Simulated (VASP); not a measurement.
# MnSiSe3 (Pm-3m) in VASP: settings compared

One crystal, MnSiSe3, is run at these levels: BLYP, AM05, PW91, r2SCAN, SCAN; tasks: band structure.

Everything below comes from runs of VASP 6.6.1. Logs are shortened: lines on timing, memory, paths and dates and some standing lists are left out, and cuts for length are marked.

## Step 1: The structure

Symmetry: Pm-3m, No. 221, cubic system. Conventional cell: a = 4.834 Å, b = 4.834 Å, c = 4.834 Å, α = 90.00°, β = 90.00°, γ = 90.00°. Mn (site symmetry m-3m) is surrounded by 12 Se at 3.42 Å. Si (site symmetry m-3m) is surrounded by 6 Se at 2.42 Å. Se (site symmetry 4/mmm) has 2 Si at 2.42 Å as nearest neighbours.

The cell was built by a generator and needn't be a form met in nature.

## Step 2: Band structure, BLYP, collinear spin, ferromagnetic start

INCAR reads:

```
SYSTEM = MnSiSe3
PREC = Accurate
ENCUT = 520
EDIFF = 1E-7
ISMEAR = -1
SIGMA = 0.05
LREAL = .False.
LASPH = .True.
NELM = 150
ALGO = Normal
ISIF = 2
LWAVE = .False.
LCHARG = .False.
ISPIN = 2
MAGMOM = 4 0 0 0 0
LORBIT = 11
LMAXMIX = 4
GGA = B5
ALDAX = 1.0
AGGAX = 1.0
AGGAC = 1.0
ALDAC = 0.0
NBANDS = 30
```

KPOINTS reads:

```
regular mesh
0
Gamma
  5 5 5
  0 0 0
```

POSCAR reads:

```
MnSiSe3
1.0
    4.8341200000      0.0000000000      0.0000000000
    0.0000000000      4.8341200000      0.0000000000
    0.0000000000      0.0000000000      4.8341200000
Mn Si Se
1 1 3
Direct
    0.0000000000      0.0000000000      0.0000000000
    0.5000000000      0.5000000000      0.5000000000
    0.0000000000      0.5000000000      0.5000000000
    0.5000000000      0.0000000000      0.5000000000
    0.5000000000      0.5000000000      0.0000000000
```

KPOINTS_OPT reads:

```
path GXMGRX,MR
10
line-mode
reciprocal
 0.0000000000  0.0000000000  0.0000000000  G
 0.0000000000  0.5000000000  0.0000000000  X

 0.0000000000  0.5000000000  0.0000000000  X
 0.5000000000  0.5000000000  0.0000000000  M

 0.5000000000  0.5000000000  0.0000000000  M
 0.0000000000  0.0000000000  0.0000000000  G

 0.0000000000  0.0000000000  0.0000000000  G
 0.5000000000  0.5000000000  0.5000000000  R

 0.5000000000  0.5000000000  0.5000000000  R
 0.0000000000  0.5000000000  0.0000000000  X

 0.5000000000  0.5000000000  0.0000000000  M
 0.5000000000  0.5000000000  0.5000000000  R
```

Potentials or basis: VASP PAW PBE potentials, release 64 (Mn_pv, Si, Se).

Launch:

```console
$ cat potpaw_PBE.64/Mn_pv/POTCAR potpaw_PBE.64/Si/POTCAR potpaw_PBE.64/Se/POTCAR > POTCAR
$ mpirun -np 1 vasp_std > vasp.out
```

OUTCAR:

```text
SYSTEM = MnSiSe3
   PREC = Accurate
   ENCUT = 520
   EDIFF = 1E-7
   ISMEAR = -1
   LREAL = .False.
   LASPH = .True.
   NELM = 150
   ISIF = 2
   ISPIN = 2
   LORBIT = 11
   GGA = B5

 ion  position               nearest neighbor table
   1  0.000  0.000  0.000-
   2  0.500  0.500  0.500-   3 2.42   4 2.42   5 2.42   5 2.42   4 2.42   3 2.42
   3  0.000  0.500  0.500-   2 2.42   2 2.42
   4  0.500  0.000  0.500-   2 2.42   2 2.42
   5  0.500  0.500  0.000-   2 2.42   2 2.42

  LATTYP: Found a simple cubic cell.
 ALAT       =     4.8341200000

  Lattice vectors:

 A1 = (   4.8341200000,   0.0000000000,   0.0000000000)
 A2 = (   0.0000000000,   4.8341200000,   0.0000000000)
 A3 = (   0.0000000000,   0.0000000000,   4.8341200000)

Analysis of symmetry for initial positions (statically):
=====================================================================
 Subroutine PRICEL returns:
 Original cell was already a primitive cell.

 Routine SETGRP: Setting up the symmetry group for a
 simple cubic supercell.

 Subroutine GETGRP returns: Found 48 space group operations
 (whereof 48 operations were pure point group operations)
 out of a pool of 48 trial point group operations.

The static configuration has the point symmetry O_h .

Analysis of symmetry for dynamics (positions and initial velocities):
=====================================================================
 Subroutine PRICEL returns:
 Original cell was already a primitive cell.

 Routine SETGRP: Setting up the symmetry group for a
 simple cubic supercell.

 Subroutine GETGRP returns: Found 48 space group operations
 (whereof 48 operations were pure point group operations)
 out of a pool of 48 trial point group operations.

The dynamic configuration has the point symmetry O_h .

Analysis of structural, dynamic, and magnetic symmetry:
=====================================================================
 Subroutine PRICEL returns:
 Original cell was already a primitive cell.

 Routine SETGRP: Setting up the symmetry group for a
 simple cubic supercell.

 Subroutine GETGRP returns: Found 48 space group operations
 (whereof 48 operations were pure point group operations)
 out of a pool of 48 trial point group operations.

The overall configuration has the point symmetry O_h .

 Subroutine INISYM returns: Found 48 space group operations
 (whereof 48 operations are pure point group operations),
 and found     1 'primitive' translations

----------------------------------------------------------------------------------------

                                     Primitive cell

  volume of cell :     112.9672

  direct lattice vectors                    reciprocal lattice vectors
     4.834120000  0.000000000  0.000000000     0.206862883  0.000000000  0.000000000
     0.000000000  4.834120000  0.000000000     0.000000000  0.206862883  0.000000000
     0.000000000  0.000000000  4.834120000     0.000000000  0.000000000  0.206862883

  length of vectors
     4.834120000  4.834120000  4.834120000     0.206862883  0.206862883  0.206862883

  position of ions in fractional coordinates (direct lattice)
     0.000000000  0.000000000  0.000000000
     0.500000000  0.500000000  0.500000000
     0.000000000  0.500000000  0.500000000
     0.500000000  0.000000000  0.500000000
     0.500000000  0.500000000  0.000000000

  ion indices of the primitive-cell ions
   primitive index   ion index
                 1           1
                 2           2
                 3           3
                 4           4
                 5           5

----------------------------------------------------------------------------------------

 KPOINTS: regular mesh

Automatic generation of k-mesh.
 Grid dimensions read from file:
 generate k-points for:    5    5    5

 Generating k-lattice:

  Cartesian coordinates                     Fractional coordinates (reciprocal lattice)
     0.041372577  0.000000000  0.000000000     0.200000000  0.000000000  0.000000000
     0.000000000  0.041372577  0.000000000     0.000000000  0.200000000  0.000000000
     0.000000000  0.000000000  0.041372577     0.000000000  0.000000000  0.200000000

  Length of vectors
     0.041372577  0.041372577  0.041372577

  Shift w.r.t. Gamma in fractional coordinates (k-lattice)
     0.000000000  0.000000000  0.000000000

 Subroutine IBZKPT returns following result:
 ===========================================

 Found     10 irreducible k-points:

 Following reciprocal coordinates:
            Coordinates               Weight
  0.000000  0.000000  0.000000      1.000000
  0.200000  0.000000  0.000000      6.000000
  0.400000  0.000000  0.000000      6.000000
  0.200000  0.200000  0.000000     12.000000
  0.400000  0.200000  0.000000     24.000000
  0.400000  0.400000  0.000000     12.000000
  0.200000  0.200000  0.200000      8.000000
  0.400000  0.200000  0.200000     24.000000
  0.400000  0.400000  0.200000     24.000000
  0.400000  0.400000  0.400000      8.000000
   k-points           NKPTS =     10   k-points in BZ     NKDIM =     10   number of bands    NBANDS=     30
   number of dos      NEDOS =    301   number of ions     NIONS =      5
   total plane-waves  NPLWV =  46656
   dimension x,y,z NGX =    36 NGY =   36 NGZ =   36
   dimension x,y,z NGXF=    72 NGYF=   72 NGZF=   72
   ions per type =               1   1   3
   NGX,Y,Z   is equivalent  to a cutoff of  12.38, 12.38, 12.38 a.u.
   NGXF,Y,Z  is equivalent  to a cutoff of  24.76, 24.76, 24.76 a.u.
 SYSTEM =  MnSiSe3
   PREC   = accura    normal or accurate (medium, high low for compatibility)
   ISTART =      0    job   : 0-new  1-cont  2-samecut
   ICHARG =      2    charge: 1-file 2-atom 10-const
   ISPIN  =      2    spin polarized calculation?
   LNONCOLLINEAR =      F non collinear calculations
   LSORBIT =      F    spin-orbit coupling
   LASPH  =      T    aspherical Exc in radial PAW
   ENCUT  =  520.0 eV  38.22 Ry    6.18 a.u.   8.99  8.99  8.99*2*pi/ulx,y,z
   NELM   =    150;   NELMIN=  2; NELMDL= -5     # of ELM steps
   EDIFF  = 0.1E-06   stopping-criterion for ELM
   LREAL  =      F    real-space projection
   EDIFFG = 0.1E-05   stopping-criterion for IOM
   NSW    =      0    number of steps for IOM
   IBRION =     -1    ionic relax: 0-MD 1-quasi-New 2-CG
   NFREE  =      0    steps in history (QN), initial steepest desc. (CG)
   ISIF   =      2    stress and relaxation
   ISYM   =      2    0-nonsym 1-usesym 2-fastsym
   POTIM  = 0.5000    time-step for ionic-motion
   TEBEG  =    0.0;   TEEND  =   0.0 temperature during run
   PSTRESS=    0.0 pullay stress
   NELECT =      35.0000    total number of electrons
   NUPDOWN=      -1.0000    fix difference up-down
   EMIN   =  10.00;   EMAX   =-10.00  energy-range for DOS
   EFERMI =   0.00;   METHOD = LEGACY
   ISMEAR =    -1;   SIGMA  =   0.05  broadening in eV -4-tet -1-fermi 0-gaus
   EFERMI_NEDOS =   21; number of points for ismear=-14 and -15
   IALGO  =     38    algorithm
   IMIX   =      4    mixing-type and parameters
     AMIX     =   0.40;   BMIX     =  1.00
     AMIX_MAG =   1.60;   BMIX_MAG =  1.00
  volume/ion in A,a.u.               =      22.59       152.47
  Fermi-wavevector in a.u.,A,eV,Ry     =   1.107763  2.093368 16.696230  1.227138
  Thomas-Fermi vector in A             =   2.244281
   LORBIT       =     11    0 simple, 1 ext, 2 COOP (PROOUT), +10 PAW based schemes
   GGA     = B5    functional components
   LHFCALC =     F    Hartree Fock is set to
   AEXX    =    0.0000 exact exchange contribution
   IVDW    =     0    specifies the selected vdW correction
   LEPSILON=     F    determine dielectric tensor
   LRPA    =     F    only Hartree local field effects (RPA)
 spin polarized calculation
  energy-cutoff  :      520.00
  volume of cell :      112.97
 maximum number of plane-waves:      3060
 NGX is ok and might be reduce to    36
   NGX = 17   NGY = 17   NGZ = 17

 number of electron      35.0000034 magnetization       5.1446251

 Free energy of the ion-electron system (eV)
  ---------------------------------------------------
  ext. energy  EPLUGINS =         0.00000000
  ---------------------------------------------------
  free energy    TOTEN  =       -19.29664615 eV

  energy without entropy =      -19.27227791  energy(sigma->0) =      -19.28446203

 E-fermi :   4.7528     XC(G=0):  -9.0678

 val. band max:        4.6361318630   @ k =   0.0000   0.0000   0.0000
 cond. band min:       4.7807269748   @ k =   0.4000   0.4000   0.0000
 fundamental gap:      0.1445951118
 Fermi energy:         4.7527981980

 spin component 1

 k-point     1 :       0.0000    0.0000    0.0000
  band No.  band energies     occupation
      1     -46.0816      1.00000
      2     -46.0816      1.00000
      3     -46.0816      1.00000
      4     -10.2241      1.00000
      5      -7.3371      1.00000
      6      -7.3371      1.00000
[... 287 lines left out ...]
      6      -8.1612      1.00000
[... 21 lines left out ...]
     28      11.3736      0.00000
     29      13.8154      0.00000
 Fermi energy:         4.7527981980

 spin component 2

 k-point     1 :       0.0000    0.0000    0.0000
  band No.  band energies     occupation
      1     -41.5545      1.00000
      2     -41.5545      1.00000
      3     -41.5545      1.00000
      4     -10.1554      1.00000
      5      -7.2623      1.00000
      6      -7.2623      1.00000
[... 287 lines left out ...]
      6      -8.0900      1.00000
[... 21 lines left out ...]
     28      12.0391      0.00000
     29      14.1020      0.00000
 [bands above 29 left out]

------------------------ aborting loop because EDIFF is reached ----------------------------------------

  FORCE on cell =-STRESS in cart. coord.  units (eV):
  Direction    XX          YY          ZZ          XY          YZ          ZX
  --------------------------------------------------------------------------------------
  -------------------------------------------------------------------------------------
  Total        3.1507319      3.1507319      3.1507319     -0.0000000     -0.0000000     -0.0000000
  in kB       44.6858218     44.6858218     44.6858218     -0.0000000     -0.0000000     -0.0000000
  external PRESSURE =      44.6858218 kB  Pullay stress =       0.0000000 kB

 VOLUME and BASIS-vectors are now :
 -----------------------------------------------------------------------------
  energy-cutoff  :      520.00
  volume of cell :      112.97
      direct lattice vectors                 reciprocal lattice vectors
     4.834120000  0.000000000  0.000000000     0.206862883  0.000000000  0.000000000
     0.000000000  4.834120000  0.000000000     0.000000000  0.206862883  0.000000000
     0.000000000  0.000000000  4.834120000     0.000000000  0.000000000  0.206862883

 POSITION                                       TOTAL-FORCE (eV/Angst)
 -----------------------------------------------------------------------------------
      0.00000      0.00000      0.00000         0.000000      0.000000      0.000000
      2.41706      2.41706      2.41706         0.000000      0.000000      0.000000
      0.00000      2.41706      2.41706         0.000000      0.000000      0.000000
      2.41706      0.00000      2.41706         0.000000      0.000000      0.000000
      2.41706      2.41706      0.00000         0.000000      0.000000      0.000000
 -----------------------------------------------------------------------------------
    total drift:                                0.000000      0.000000      0.000000

  FREE ENERGIE OF THE ION-ELECTRON SYSTEM (eV)
  ---------------------------------------------------
  free  energy   TOTEN  =       -19.2966461480 eV

  energy  without entropy=      -19.2722779098  energy(sigma->0) =      -19.28446203

 total charge

# of ion       s       p       d       tot
------------------------------------------
    1        0.185   6.042   4.927  11.154
    2        0.798   0.723   0.000   1.521
    3        1.489   2.336   0.040   3.865
    4        1.489   2.336   0.040   3.865
    5        1.489   2.336   0.040   3.865
--------------------------------------------------
tot          5.449  13.773   5.047  24.269

 magnetization (x)

# of ion       s       p       d       tot
------------------------------------------
    1        0.066   0.011   4.347   4.424
    2        0.015   0.018   0.000   0.034
    3        0.005   0.061   0.003   0.069
    4        0.005   0.061   0.003   0.069
    5        0.005   0.061   0.003   0.069
--------------------------------------------------
tot          0.096   0.211   4.357   4.664
```

Wall time 2.5 min (1 thread of Intel Xeon Platinum 8488C (Sapphire Rapids), shared host); peak memory 0.28 GiB.

Results:

* Free energy: -19.2966 eV
* Pressure: 4.5 GPa
* Band gap along the path: none (metal or under the smearing width)
* Net moment: 5.14 μB per cell
* Site moments: Mn +4.42; Si +0.03; Se +0.07 μB
* Valence electrons inside the program's atomic spheres: Mn 11.15; Si 1.52; Se 3.87

Levels at the corners of the path, in eV from the Fermi level:
Spin up:
| point | band 16 | band 17 | band 18 | band 19 | band 20 | band 21 | band 22 | band 23 | band 24 | band 25 |
| --- | --- | --- | --- | --- | --- | --- | --- | --- | --- | --- |
| Γ | -1.01 | -1.01 | -1.01 | -0.96 | -0.96 | -0.96 | -0.12 | 4.95 | 4.95 | 4.95 |
| X | -2.29 | -2.29 | -1.19 | -0.59 | -0.59 | 0.79 | 0.96 | 3.86 | 4.39 | 5.24 |
| X | -2.29 | -2.29 | -1.19 | -0.59 | -0.59 | 0.79 | 0.96 | 3.86 | 4.39 | 5.24 |
| M | -2.36 | -1.58 | -1.58 | -1.58 | 0.67 | 1.52 | 2.16 | 2.16 | 3.02 | 3.72 |
| M | -2.36 | -1.58 | -1.58 | -1.58 | 0.67 | 1.52 | 2.16 | 2.16 | 3.02 | 3.72 |
| Γ | -1.01 | -1.01 | -1.01 | -0.96 | -0.96 | -0.96 | -0.12 | 4.95 | 4.95 | 4.95 |
| Γ | -1.01 | -1.01 | -1.01 | -0.96 | -0.96 | -0.96 | -0.12 | 4.95 | 4.95 | 4.95 |
| R | -1.54 | -1.54 | -0.91 | 0.63 | 0.63 | 0.63 | 1.90 | 1.90 | 1.90 | 5.30 |
| R | -1.54 | -1.54 | -0.91 | 0.63 | 0.63 | 0.63 | 1.90 | 1.90 | 1.90 | 5.30 |
| X | -2.29 | -2.29 | -1.19 | -0.59 | -0.59 | 0.79 | 0.96 | 3.86 | 4.39 | 5.24 |
| M | -2.36 | -1.58 | -1.58 | -1.58 | 0.67 | 1.52 | 2.16 | 2.16 | 3.02 | 3.72 |
| R | -1.54 | -1.54 | -0.91 | 0.63 | 0.63 | 0.63 | 1.90 | 1.90 | 1.90 | 5.30 |
Spin down:
```tsv
point	band 11	band 12	band 13	band 14	band 15	band 16	band 17	band 18	band 19	band 20
Γ	-0.95	-0.95	-0.95	-0.85	-0.85	-0.85	0.49	0.49	0.50	0.50
X	-2.21	-2.21	-1.89	-1.08	-1.08	0.55	0.61	0.89	1.16	1.17
X	-2.21	-2.21	-1.89	-1.08	-1.08	0.55	0.61	0.89	1.16	1.17
M	-2.26	-2.26	-2.26	-1.52	0.18	0.55	0.66	1.09	1.09	1.31
M	-2.26	-2.26	-2.26	-1.52	0.18	0.55	0.66	1.09	1.09	1.31
Γ	-0.95	-0.95	-0.95	-0.85	-0.85	-0.85	0.49	0.49	0.50	0.50
Γ	-0.95	-0.95	-0.95	-0.85	-0.85	-0.85	0.49	0.49	0.50	0.50
R	-1.48	-1.48	0.12	0.62	0.62	0.62	0.70	0.70	0.70	0.74
R	-1.48	-1.48	0.12	0.62	0.62	0.62	0.70	0.70	0.70	0.74
X	-2.21	-2.21	-1.89	-1.08	-1.08	0.55	0.61	0.89	1.16	1.17
M	-2.26	-2.26	-2.26	-1.52	0.18	0.55	0.66	1.09	1.09	1.31
R	-1.48	-1.48	0.12	0.62	0.62	0.62	0.70	0.70	0.70	0.74
```

Caveat: the PAW data sets were made with another functional, which shifts forces and pressure a little; a cell with one magnetic atom can't hold antiferromagnetic order, which such compounds often take; semilocal functionals often make such compounds metallic where correlation or magnetic order opens a gap, which also shifts bond lengths.

(Part 1 of 3 ends here.)
